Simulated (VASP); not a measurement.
# NaSb2Au (P-3m1) in VASP: settings compared, part 2 of 2

VASP 6.6.1. The steps go on from the part before.

### 3 Band structure, AM05

POSCAR

```
NaSb2Au
1.0
    4.3573000000      0.0000000000      0.0000000000
   -2.1786500000      3.7735400000      0.0000000000
    0.0000000000      0.0000000000      6.8184700000
Na Sb Au
1 2 1
Direct
    0.0000000000      0.0000000000      0.5000000000
    0.6666700000      0.3333300000      0.8163200000
    0.3333300000      0.6666700000      0.1836800000
    0.0000000000      0.0000000000      0.0000000000
```

INCAR.step1

```
PREC     = Accurate       # precision mode
ENCUT    = 520            # plane-wave cutoff, eV
EDIFF    = 1E-6           # SCF threshold, eV
ISMEAR   = -1             # smearing method
SIGMA    = 0.05           # smearing width, eV
LREAL    = False          # projectors in reciprocal space
LASPH    = True           # aspherical terms in the spheres
NELM     = 80             # most SCF steps
ALGO     = Fast           # electronic algorithm
ISIF     = 2              # what is computed and relaxed
LWAVE    = False          # write WAVECAR
LCHARG   = True           # write CHGCAR
LMAXMIX  = 4              # l up to which the mixer works
GGA      = AM             # functional
```

KPOINTS.step1

```
Automatic mesh
0
Gamma
  5 5 3
```

INCAR.step2

```
PREC     = Accurate       # precision mode
ENCUT    = 520            # plane-wave cutoff, eV
EDIFF    = 1E-6           # SCF threshold, eV
ISMEAR   = 0              # smearing method
SIGMA    = 0.05           # smearing width, eV
LREAL    = False          # projectors in reciprocal space
LASPH    = True           # aspherical terms in the spheres
NELM     = 80             # most SCF steps
ALGO     = Fast           # electronic algorithm
ISIF     = 2              # what is computed and relaxed
LWAVE    = False          # write WAVECAR
LCHARG   = False          # write CHGCAR
LMAXMIX  = 4              # l up to which the mixer works
GGA      = AM             # functional
ICHARG   = 11             # starting density
```

KPOINTS.step2

```
path GMKGALHA,LM,KH
15
line-mode
reciprocal
 0.0000000000  0.0000000000  0.0000000000  G
 0.5000000000  0.0000000000  0.0000000000  M

 0.5000000000  0.0000000000  0.0000000000  M
 0.3333333333  0.3333333333  0.0000000000  K

 0.3333333333  0.3333333333  0.0000000000  K
 0.0000000000  0.0000000000  0.0000000000  G

 0.0000000000  0.0000000000  0.0000000000  G
 0.0000000000  0.0000000000  0.5000000000  A

 0.0000000000  0.0000000000  0.5000000000  A
 0.5000000000  0.0000000000  0.5000000000  L

 0.5000000000  0.0000000000  0.5000000000  L
 0.3333333333  0.3333333333  0.5000000000  H

 0.3333333333  0.3333333333  0.5000000000  H
 0.0000000000  0.0000000000  0.5000000000  A

 0.5000000000  0.0000000000  0.5000000000  L
 0.5000000000  0.0000000000  0.0000000000  M

 0.3333333333  0.3333333333  0.0000000000  K
 0.3333333333  0.3333333333  0.5000000000  H
```

Potentials or basis: VASP PAW PBE potentials, release 64 (Na_pv, Sb, Au).

The run is started by

```bash
cat potpaw_PBE.64/Na_pv/POTCAR potpaw_PBE.64/Sb/POTCAR potpaw_PBE.64/Au/POTCAR > POTCAR
cp INCAR.step1 INCAR
cp KPOINTS.step1 KPOINTS
mpirun -np 1 vasp_std > vasp.out
cp INCAR.step2 INCAR
cp KPOINTS.step2 KPOINTS
mpirun -np 1 vasp_std > vasp.out
```

OUTCAR:

```text
PREC = Accurate
   ENCUT = 520
   EDIFF = 1E-6
   ISMEAR = 0
   LREAL = False
   LASPH = True
   NELM = 80
   ISIF = 2
   GGA = AM
   ICHARG = 11

 ion  position               nearest neighbor table
   1  0.000  0.000  0.500-
   2  0.667  0.333  0.816-   4 2.81   4 2.81   4 2.81   3 3.55   3 3.55   3 3.55
   3  0.333  0.667  0.184-   4 2.81   4 2.81   4 2.81   2 3.55   2 3.55   2 3.55
   4  0.000  0.000  0.000-   2 2.81   3 2.81   2 2.81   3 2.81   2 2.81   3 2.81

  LATTYP: Found a hexagonal cell.
 ALAT       =     4.3573000000
 C/A-ratio  =     1.5648383173

  Lattice vectors:

 A1 = (   4.3573000000,   0.0000000000,   0.0000000000)
 A2 = (  -2.1786500000,   3.7735400000,   0.0000000000)
 A3 = (   0.0000000000,   0.0000000000,   6.8184700000)

Analysis of symmetry for initial positions (statically):
=====================================================================
 Subroutine PRICEL returns:
 Original cell was already a primitive cell.

 Routine SETGRP: Setting up the symmetry group for a
 hexagonal supercell.

 Subroutine GETGRP returns: Found  4 space group operations
 (whereof  4 operations were pure point group operations)
 out of a pool of 24 trial point group operations.

The static configuration has the point symmetry C_2h.

Analysis of symmetry for dynamics (positions and initial velocities):
=====================================================================
 Subroutine PRICEL returns:
 Original cell was already a primitive cell.

 Routine SETGRP: Setting up the symmetry group for a
 hexagonal supercell.

 Subroutine GETGRP returns: Found  4 space group operations
 (whereof  4 operations were pure point group operations)
 out of a pool of 24 trial point group operations.

The dynamic configuration has the point symmetry C_2h.

 Subroutine INISYM returns: Found  4 space group operations
 (whereof  4 operations are pure point group operations),
[... 112 lines left out ...]
     AMIX     =   0.40;   BMIX     =  1.00
     AMIX_MAG =   1.60;   BMIX_MAG =  1.00
  volume/ion in A,a.u.               =      28.03       189.14
  Fermi-wavevector in a.u.,A,eV,Ry     =   1.030963  1.948237 14.461423  1.062885
  Thomas-Fermi vector in A             =   2.165087
   LORBIT       =      0    0 simple, 1 ext, 2 COOP (PROOUT), +10 PAW based schemes
   GGA     = AM    functional components
   LHFCALC =     F    Hartree Fock is set to
   AEXX    =    0.0000 exact exchange contribution
   IVDW    =     0    specifies the selected vdW correction
   LEPSILON=     F    determine dielectric tensor
   LRPA    =     F    only Hartree local field effects (RPA)
 non-spin polarized calculation
 RMM-DIIS sequential band-by-band and
 Gauss-broadening in eV      SIGMA  =   0.05
  energy-cutoff  :      520.00
  volume of cell :      112.11
 maximum number of plane-waves:      3046

 number of electron      27.9999988 magnetization

 Free energy of the ion-electron system (eV)
  ---------------------------------------------------
  ext. energy  EPLUGINS =         0.00000000
  ---------------------------------------------------
  free energy    TOTEN  =       -13.41480457 eV

  energy without entropy =      -13.40901502  energy(sigma->0) =      -13.41190979

 E-fermi :   5.4300     XC(G=0):  -9.1223

 val. band max:        5.4192019009   @ k =   0.0000   0.0000   0.0000
 cond. band min:       5.4340174534   @ k =   0.3571   0.2857   0.0000
 fundamental gap:      0.0148155525
 Fermi energy:         5.4300019890

 k-point     1 :       0.0000    0.0000    0.0000
  band No.  band energies     occupation
      1     -19.1631      2.00000
      2     -19.1631      2.00000
      3     -19.1442      2.00000
      4      -6.2131      2.00000
      5      -3.4480      2.00000
      6      -0.7195      2.00000
[... 481 lines left out ...]
      5      -4.2342      2.00000
      6      -0.7388      2.00000
[... 10 lines left out ...]
     17       7.8073      0.00000
     18       9.4271      0.00000

 [... further k-points ...]

------------------------ aborting loop because EDIFF is reached ----------------------------------------

  FORCE on cell =-STRESS in cart. coord.  units (eV):
  Direction    XX          YY          ZZ          XY          YZ          ZX
  --------------------------------------------------------------------------------------
  -------------------------------------------------------------------------------------
  Total       -2.9358871     -3.4842570     -2.9914690     -0.4748913     -0.7155535      1.2393721
  in kB      -41.9562411    -49.7928990    -42.7505521     -6.7865867    -10.2258478     17.7116470
  external PRESSURE =     -44.8332307 kB  Pullay stress =       0.0000000 kB

 VOLUME and BASIS-vectors are now :
 -----------------------------------------------------------------------------
  energy-cutoff  :      520.00
  volume of cell :      112.11
      direct lattice vectors                 reciprocal lattice vectors
     4.357300000  0.000000000  0.000000000     0.229499920  0.132501577  0.000000000
    -2.178650000  3.773540000  0.000000000     0.000000000  0.265003154  0.000000000
     0.000000000  0.000000000  6.818470000     0.000000000  0.000000000  0.146660468

 POSITION                                       TOTAL-FORCE (eV/Angst)
 -----------------------------------------------------------------------------------
      0.00000      0.00000      3.40923         0.000000      0.000000      0.000000
      2.17867      1.25783      5.56605        -0.473609      0.273439     -0.034227
     -0.00002      2.51571      1.25242         0.473609     -0.273439      0.034227
      0.00000      0.00000      0.00000         0.000000      0.000000      0.000000
 -----------------------------------------------------------------------------------
    total drift:                               -0.000000      0.000000      0.000000

  FREE ENERGIE OF THE ION-ELECTRON SYSTEM (eV)
  ---------------------------------------------------
  free  energy   TOTEN  =       -13.4148045737 eV

  energy  without entropy=      -13.4090150150  energy(sigma->0) =      -13.41190979
```

OSZICAR.step1:

```text
N       E                     dE             d eps       ncg     rms          rms(c)
DAV:   1     0.185856791472E+03    0.18586E+03   -0.12150E+04   864   0.138E+03
DAV:   2    -0.325807283964E+01   -0.18911E+03   -0.18397E+03  1004   0.300E+02
DAV:   3    -0.146832619840E+02   -0.11425E+02   -0.11203E+02  1074   0.788E+01
DAV:   4    -0.149164507213E+02   -0.23319E+00   -0.23029E+00  1010   0.109E+01
DAV:   5    -0.149222529774E+02   -0.58023E-02   -0.58010E-02  1156   0.189E+00    0.783E+00
RMM:   6    -0.141195046472E+02    0.80275E+00   -0.56448E+00   885   0.132E+01    0.596E+00
RMM:   7    -0.140059306476E+02    0.11357E+00   -0.32082E-01   919   0.356E+00    0.309E+00
RMM:   8    -0.139800495587E+02    0.25881E-01   -0.14210E-01   912   0.200E+00    0.557E-01
RMM:   9    -0.139724282490E+02    0.76213E-02   -0.31054E-02  1015   0.132E+00    0.153E-01
RMM:  10    -0.139728703477E+02   -0.44210E-03   -0.46490E-03  1381   0.513E-01    0.808E-02
RMM:  11    -0.139729530264E+02   -0.82679E-04   -0.63756E-04  1114   0.240E-01    0.468E-02
RMM:  12    -0.139729600332E+02   -0.70068E-05   -0.28815E-04  1177   0.129E-01    0.197E-02
RMM:  13    -0.139729586732E+02    0.13600E-05   -0.49968E-05  1157   0.588E-02    0.549E-03
RMM:  14    -0.139729590542E+02   -0.38106E-06   -0.11415E-05  1018   0.253E-02    0.353E-03
RMM:  15    -0.139729592959E+02   -0.24167E-06   -0.22024E-06   682   0.123E-02
   1 F= -.13972959E+02 E0= -.13964021E+02  d E =-.178768E-01
```

It took 2.3 min on 1 thread of Intel Xeon 6975P-C (Granite Rapids), shared host; peak memory 0.42 GiB.

Results:

```
Band gap along the path : none (metal or under the smearing width)
```

Levels at the corners of the path, in eV from the Fermi level:
```tsv
point	band 11	band 12	band 13	band 14	band 15	band 16	band 17	band 18
Γ	-3.26	0.02	0.02	0.49	1.24	1.24	2.02	3.37
M	-3.75	-3.40	-2.35	-1.75	0.20	1.66	1.71	3.61
M	-3.75	-3.40	-2.35	-1.75	0.20	1.66	1.71	3.61
K	-5.01	-2.35	-2.35	-1.94	-0.06	-0.06	2.26	5.18
K	-5.01	-2.35	-2.35	-1.94	-0.06	-0.06	2.26	5.19
Γ	-3.26	0.02	0.02	0.49	1.24	1.24	2.02	3.37
Γ	-3.26	0.02	0.02	0.49	1.24	1.24	2.02	3.37
A	-2.21	-1.43	-0.04	-0.04	1.40	1.40	2.96	3.00
A	-2.21	-1.43	-0.04	-0.04	1.40	1.40	2.96	3.00
L	-3.95	-3.83	-2.27	-0.79	0.39	1.28	2.36	3.55
L	-3.95	-3.83	-2.27	-0.79	0.39	1.28	2.36	3.56
H	-4.99	-2.75	-2.75	-2.40	1.21	1.21	4.05	4.05
H	-4.99	-2.75	-2.75	-2.40	1.21	1.21	4.05	4.05
A	-2.21	-1.43	-0.04	-0.04	1.40	1.40	2.96	3.00
L	-3.95	-3.83	-2.27	-0.79	0.39	1.28	2.36	3.56
M	-3.75	-3.40	-2.35	-1.75	0.20	1.66	1.71	3.61
K	-5.01	-2.35	-2.35	-1.94	-0.06	-0.06	2.26	5.19
H	-4.99	-2.75	-2.75	-2.40	1.21	1.21	4.04	4.05
```

Caveat: the log is that of the step along the path at fixed density, whose energy, stress, charges and moments have no meaning; the PAW data sets were made with another functional, which shifts forces and pressure a little; spin-orbit coupling is left out, which moves the levels of the heavy elements.

### 4 Band structure, PW91

POSCAR is that of step 3.

Edit INCAR.step1 of step 3 so:

```diff
@@ -13,2 +13,2 @@
 LMAXMIX  = 4              # l up to which the mixer works
-GGA      = AM             # functional
+GGA      = 91             # functional
```

KPOINTS.step1 is that of step 3.

Edit INCAR.step2 of step 3 so:

```diff
@@ -13,3 +13,3 @@
 LMAXMIX  = 4              # l up to which the mixer works
-GGA      = AM             # functional
+GGA      = 91             # functional
 ICHARG   = 11             # starting density
```

KPOINTS.step2 is that of step 3.

Potentials or basis: VASP PAW PBE potentials, release 64 (Na_pv, Sb, Au).

The run is started by

```bash
cat potpaw_PBE.64/Na_pv/POTCAR potpaw_PBE.64/Sb/POTCAR potpaw_PBE.64/Au/POTCAR > POTCAR
cp INCAR.step1 INCAR
cp KPOINTS.step1 KPOINTS
mpirun -np 1 vasp_std > vasp.out
cp INCAR.step2 INCAR
cp KPOINTS.step2 KPOINTS
mpirun -np 1 vasp_std > vasp.out
```

OUTCAR:

```text
PREC = Accurate
   ENCUT = 520
   EDIFF = 1E-6
   ISMEAR = 0
   LREAL = False
   LASPH = True
   NELM = 80
   ISIF = 2
   GGA = 91
   ICHARG = 11

 ion  position               nearest neighbor table
   1  0.000  0.000  0.500-
   2  0.667  0.333  0.816-   4 2.81   4 2.81   4 2.81   3 3.55   3 3.55   3 3.55
   3  0.333  0.667  0.184-   4 2.81   4 2.81   4 2.81   2 3.55   2 3.55   2 3.55
   4  0.000  0.000  0.000-   2 2.81   3 2.81   2 2.81   3 2.81   2 2.81   3 2.81

[... 696 lines left out ...]

  FORCE on cell =-STRESS in cart. coord.  units (eV):
  Direction    XX          YY          ZZ          XY          YZ          ZX
  --------------------------------------------------------------------------------------
  -------------------------------------------------------------------------------------
  Total       -0.9567247     -1.4719618     -1.5503191     -0.4462043     -0.7110769      1.2316186
  in kB      -13.6723824    -21.0355452    -22.1553356     -6.3766263    -10.1618734     17.6008424
  external PRESSURE =     -18.9544211 kB  Pullay stress =       0.0000000 kB

 VOLUME and BASIS-vectors are now :
 -----------------------------------------------------------------------------
  energy-cutoff  :      520.00
  volume of cell :      112.11
      direct lattice vectors                 reciprocal lattice vectors
     4.357300000  0.000000000  0.000000000     0.229499920  0.132501577  0.000000000
    -2.178650000  3.773540000  0.000000000     0.000000000  0.265003154  0.000000000
     0.000000000  0.000000000  6.818470000     0.000000000  0.000000000  0.146660468

 POSITION                                       TOTAL-FORCE (eV/Angst)
 -----------------------------------------------------------------------------------
      0.00000      0.00000      3.40923        -0.000000      0.000000      0.000000
      2.17867      1.25783      5.56605        -0.469956      0.271329     -0.454456
     -0.00002      2.51571      1.25242         0.469956     -0.271329      0.454456
      0.00000      0.00000      0.00000         0.000000      0.000000      0.000000
 -----------------------------------------------------------------------------------
    total drift:                                0.000000      0.000000      0.000000

  FREE ENERGIE OF THE ION-ELECTRON SYSTEM (eV)
  ---------------------------------------------------
  free  energy   TOTEN  =       -12.9648361431 eV

  energy  without entropy=      -12.9590331799  energy(sigma->0) =      -12.96193466
```

OUTCAR.step1:

```text
PREC = Accurate
   ENCUT = 520
   EDIFF = 1E-6
   ISMEAR = -1
   LREAL = False
   LASPH = True
[... 731 lines left out ...]
      2.17867      1.25783      5.56605        -0.000049      0.000028     -0.027461
     -0.00002      2.51571      1.25242         0.000049     -0.000028      0.027461
      0.00000      0.00000      0.00000         0.000000      0.000000      0.000000
 -----------------------------------------------------------------------------------
    total drift:                               -0.000000      0.000000      0.000000

  FREE ENERGIE OF THE ION-ELECTRON SYSTEM (eV)
  ---------------------------------------------------
  free  energy   TOTEN  =       -13.5132299861 eV

  energy  without entropy=      -13.4950960762  energy(sigma->0) =      -13.50416303
```

OSZICAR.step1:

```text
N       E                     dE             d eps       ncg     rms          rms(c)
DAV:   1     0.185625683381E+03    0.18563E+03   -0.12170E+04   864   0.139E+03
DAV:   2    -0.294715806521E+01   -0.18857E+03   -0.18345E+03  1006   0.299E+02
DAV:   3    -0.143511942133E+02   -0.11404E+02   -0.11175E+02  1082   0.785E+01
DAV:   4    -0.145818620875E+02   -0.23067E+00   -0.22834E+00  1006   0.108E+01
DAV:   5    -0.145875417962E+02   -0.56797E-02   -0.56786E-02  1156   0.189E+00    0.835E+00
RMM:   6    -0.136742695381E+02    0.91327E+00   -0.67125E+00   885   0.139E+01    0.595E+00
RMM:   7    -0.135456884233E+02    0.12858E+00   -0.38542E-01   918   0.388E+00    0.300E+00
RMM:   8    -0.135217165443E+02    0.23972E-01   -0.15174E-01   907   0.205E+00    0.627E-01
RMM:   9    -0.135127372766E+02    0.89793E-02   -0.36280E-02   991   0.136E+00    0.165E-01
RMM:  10    -0.135131683514E+02   -0.43107E-03   -0.43872E-03  1375   0.500E-01    0.937E-02
RMM:  11    -0.135132299528E+02   -0.61601E-04   -0.63962E-04  1060   0.219E-01    0.534E-02
RMM:  12    -0.135132323769E+02   -0.24241E-05   -0.34188E-04  1161   0.136E-01    0.196E-02
RMM:  13    -0.135132307730E+02    0.16039E-05   -0.58610E-05  1252   0.609E-02    0.791E-03
RMM:  14    -0.135132299861E+02    0.78695E-06   -0.99961E-06  1010   0.245E-02
   1 F= -.13513230E+02 E0= -.13504163E+02  d E =-.181339E-01
```

Wall time 2 min (1 thread of Intel Xeon 6975P-C (Granite Rapids), shared host); peak memory 0.43 GiB.

What came out:

```
Band gap along the path : none (metal or under the smearing width)
```

Levels at the corners of the path, in eV from the Fermi level:
```
point  band 11  band 12  band 13  band 14  band 15  band 16  band 17  band 18
    Γ    -3.26     0.02     0.02     0.48     1.24     1.24     2.07     3.40
    M    -3.75    -3.39    -2.34    -1.76     0.19     1.68     1.70     3.65
    M    -3.75    -3.39    -2.34    -1.76     0.19     1.68     1.70     3.65
    K    -5.03    -2.34    -2.34    -1.93    -0.07    -0.07     2.25     5.20
    K    -5.03    -2.34    -2.34    -1.93    -0.07    -0.07     2.25     5.20
    Γ    -3.26     0.02     0.02     0.48     1.24     1.24     2.07     3.40
    Γ    -3.26     0.02     0.02     0.48     1.24     1.24     2.07     3.40
    A    -2.20    -1.44    -0.05    -0.05     1.40     1.40     2.99     3.04
    A    -2.20    -1.44    -0.05    -0.05     1.40     1.40     2.99     3.04
    L    -3.95    -3.83    -2.25    -0.79     0.39     1.27     2.36     3.54
    L    -3.95    -3.83    -2.25    -0.79     0.39     1.27     2.36     3.55
    H    -5.00    -2.74    -2.74    -2.40     1.19     1.19     4.07     4.09
    H    -5.00    -2.74    -2.74    -2.40     1.19     1.19     4.08     4.09
    A    -2.20    -1.44    -0.05    -0.05     1.40     1.40     2.99     3.04
    L    -3.95    -3.83    -2.25    -0.79     0.39     1.27     2.36     3.55
    M    -3.75    -3.39    -2.34    -1.76     0.19     1.68     1.70     3.65
    K    -5.03    -2.34    -2.34    -1.93    -0.07    -0.07     2.25     5.20
    H    -5.00    -2.74    -2.74    -2.40     1.19     1.19     4.06     4.09
```

Caveat: the log is that of the step along the path at fixed density, whose energy, stress, charges and moments have no meaning; the PAW data sets were made with another functional, which shifts forces and pressure a little; spin-orbit coupling is left out, which moves the levels of the heavy elements.
